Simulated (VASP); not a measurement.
All values below come from r2SCAN meta-GGA, VASP's PBE PAW potentials (set 64) (plane waves; VASP).

Input for VASP

### KPOINTS
```
Automatic
0
G
  8 8 8
0 0 0
```

**KPOINTS_OPT**
```
k-points along high-symmetry lines
10
Line-mode
Reciprocal
  0.000000   0.000000   0.000000 ! GAMMA
  0.500000   0.000000   0.500000 ! X

  0.500000   0.000000   0.500000 ! X
  0.625000   0.250000   0.625000 ! U

  0.375000   0.375000   0.750000 ! K
  0.000000   0.000000   0.000000 ! GAMMA

  0.000000   0.000000   0.000000 ! GAMMA
  0.500000   0.500000   0.500000 ! L

  0.500000   0.500000   0.500000 ! L
  0.500000   0.250000   0.750000 ! W

  0.500000   0.250000   0.750000 ! W
  0.500000   0.000000   0.500000 ! X
```

**INCAR**
```
! general
SYSTEM =SnTe
PREC   =Accurate
ENCUT  =400   ! plane-wave cut-off (eV)
LREAL  =.FALSE.   ! projection in real space or not
LASPH  =.TRUE.   ! aspherical one-centre terms

! electronic loop
EDIFF  =1E-7
NELM   =100
ALGO   =Normal
LMAXMIX=4   ! l cut-off of mixed one-centre charges
LMIXTAU=.TRUE.

! smearing
ISMEAR =-5   ! tetrahedra, Bloechl

! functional
METAGGA=R2SCAN

! ions
ISIF   =2

! output
LWAVE  =.FALSE.
LCHARG =.FALSE.
LORBIT =11
NEDOS  =601
```

**POSCAR**
```
SnTe
1
    0.0000000000     3.1840732730     3.1840732730
    3.1840732730     0.0000000000     3.1840732730
    3.1840732730     3.1840732730     0.0000000000
Sn Te
1 1
Direct
  0.0000000000   0.0000000000   0.0000000000
  0.5000000000   0.5000000000   0.5000000000
```

POTCAR, in this order: Sn_d Te (PBE.64 set). Program: vasp_std.

The resulting files:

### OSZICAR
```
       N       E                     dE             d eps       ncg     rms          rms(c)
DAV:   1     0.716301385281E+02    0.71630E+02   -0.85883E+03   812   0.139E+03
DAV:   2    -0.442296009179E+02   -0.11586E+03   -0.11466E+03   854   0.338E+02
DAV:   3    -0.535513633088E+02   -0.93218E+01   -0.93010E+01  1058   0.951E+01
DAV:   4    -0.537821183912E+02   -0.23076E+00   -0.23071E+00   906   0.167E+01
DAV:   5    -0.537924377796E+02   -0.10319E-01   -0.10319E-01  1174   0.322E+00    0.440E+00
DAV:   6    -0.506084548772E+02    0.31840E+01   -0.89905E-01   992   0.158E+01    0.328E+00
DAV:   7    -0.505012682621E+02    0.10719E+00   -0.75071E-01   812   0.920E+00    0.978E-01
DAV:   8    -0.506349587743E+02   -0.13369E+00   -0.62352E-01   812   0.627E+00    0.518E-01
DAV:   9    -0.506641934187E+02   -0.29235E-01   -0.21492E-02   902   0.115E+00    0.513E-01
DAV:  10    -0.506563361533E+02    0.78573E-02   -0.53269E-03   920   0.463E-01    0.697E-01
DAV:  11    -0.506808190029E+02   -0.24483E-01   -0.95389E-02   812   0.216E+00    0.150E-01
DAV:  12    -0.506834968208E+02   -0.26778E-02   -0.53699E-03   848   0.563E-01    0.124E-01
DAV:  13    -0.506815454072E+02    0.19514E-02   -0.11720E-03   872   0.295E-01    0.233E-01
DAV:  14    -0.506840649140E+02   -0.25195E-02   -0.47336E-03   812   0.660E-01    0.430E-02
DAV:  15    -0.506841658535E+02   -0.10094E-03   -0.12227E-04   950   0.890E-02    0.184E-02
DAV:  16    -0.506841770512E+02   -0.11198E-04   -0.87392E-06   868   0.328E-02    0.719E-03
DAV:  17    -0.506841874573E+02   -0.10406E-04   -0.87003E-06   848   0.333E-02    0.426E-03
DAV:  18    -0.506841959525E+02   -0.84952E-05   -0.20523E-05   812   0.524E-02    0.381E-03
DAV:  19    -0.506841976647E+02   -0.17122E-05   -0.10701E-06   872   0.127E-02    0.372E-03
DAV:  20    -0.506841977198E+02   -0.55115E-07   -0.10032E-07   652   0.352E-03
   1 F= -.50684198E+02 E0= -.50684198E+02  d E =0.000000E+00
       N       E                     dE             ncg
       N       E                     dE             ncg
       N       E                     dE             ncg
```

### OUTCAR
```
------------------------ aborting loop because EDIFF is reached ----------------------------------------
  FORCE on cell =-STRESS in cart. coord.  units (eV):
  Direction    XX          YY          ZZ          XY          YZ          ZX
  --------------------------------------------------------------------------------------
  Total        0.0461986      0.0461986      0.0461986      0.0000000      0.0000000      0.0000000
  in kB        1.1464636      1.1464636      1.1464636      0.0000000      0.0000000      0.0000000
  external PRESSURE =       1.1464636 kB  Pullay stress =       0.0000000 kB
  volume of cell :       64.56
      direct lattice vectors                 reciprocal lattice vectors
     0.000000000  3.184073273  3.184073273    -0.157031562  0.157031562  0.157031562
     3.184073273  0.000000000  3.184073273     0.157031562 -0.157031562  0.157031562
     3.184073273  3.184073273  0.000000000     0.157031562  0.157031562 -0.157031562
 POSITION                                       TOTAL-FORCE (eV/Angst)
 -----------------------------------------------------------------------------------
      0.00000      0.00000      0.00000         0.000000      0.000000      0.000000
      3.18407      3.18407      3.18407         0.000000      0.000000     -0.000000
 -----------------------------------------------------------------------------------
    total drift:                               -0.000000      0.000000      0.000000
  FREE ENERGIE OF THE ION-ELECTRON SYSTEM (eV)
  ---------------------------------------------------
  free  energy   TOTEN  =       -50.6841977198 eV

  energy  without entropy=      -50.6841977198  energy(sigma->0) =      -50.68419772

 total charge

# of ion       s       p       d       tot
------------------------------------------
    1        1.351   0.728   9.978  12.057
    2        1.381   2.006   0.028   3.415
--------------------------------------------------
tot          2.732   2.734  10.006  15.472
```
(Selected blocks of OUTCAR.)

The compound is SnTe in the rock salt structure, which distorts at low temperature. It was relaxed first.
